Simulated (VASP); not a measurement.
Here is the system:

```yaml
crystal:
  lattice:
    - [4.81440, 0.00000, 0.00000]
    - [0.00000, 4.81440, 0.00000]
    - [0.00000, 0.00000, 4.81440]
  atoms:
    - { symbol: Si, position: [0.50000, 0.50000, 0.50000] }
    - { symbol: Si, position: [0.00000, 0.00000, 0.00000] }
    - { symbol: Mo, position: [0.00000, 0.50000, 0.25000] }
    - { symbol: Mo, position: [0.00000, 0.50000, 0.75000] }
    - { symbol: Mo, position: [0.25000, 0.00000, 0.50000] }
    - { symbol: Mo, position: [0.75000, 0.00000, 0.50000] }
    - { symbol: Mo, position: [0.50000, 0.25000, 0.00000] }
    - { symbol: Mo, position: [0.50000, 0.75000, 0.00000] }
```

All values below come from PBE GGA, VASP's PBE PAW potentials (set 64) (plane waves; VASP). Settings: 300 eV cut-off, 5×5×5 Γ-centred mesh, Fermi-Dirac smearing of 0.10 eV, potentials Si Mo_sv.

At this cut-off the stress carries a Pulay error, which pulls relaxed volumes low.

Question: Give the stress tensor in GPa (positive for a compressed cell).

Answer: 
```
15.63   0.00   0.00
 0.00  15.63   0.00
 0.00   0.00  15.63
```
The pressure is its mean diagonal, 15.63 GPa.

The structure comes from a computed database's SiMo3 entry; how it stands against other phases isn't given here. The cell was not relaxed at this level.
